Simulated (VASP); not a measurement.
Consider the following.

```
Ta
1.0
   -1.66862     1.66862     1.66862
    1.66862    -1.66862     1.66862
    1.66862     1.66862    -1.66862
Ta
1
Direct
  0.00000   0.00000   0.00000
```

Computed with RPBE GGA, VASP's PBE PAW potentials (set 64) (plane waves; VASP). Run with 520 eV cut-off, 15×15×15 Γ-centred mesh, first-order Methfessel-Paxton smearing of 0.10 eV, potentials Ta_pv.

Question: The job: Ta (bcc), 1 atom, RPBE, static run, 520 eV, 15×15×15 Γ-centred mesh. Roughly how much core time does it take on a busy server core?

Answer: About 10 core-seconds (one run on a shared machine, a rough figure). It had 120 irreducible k-points, 9 bands, up to 531 plane waves and 12 electronic steps.

The compound is Ta in the bcc structure. It was relaxed first.
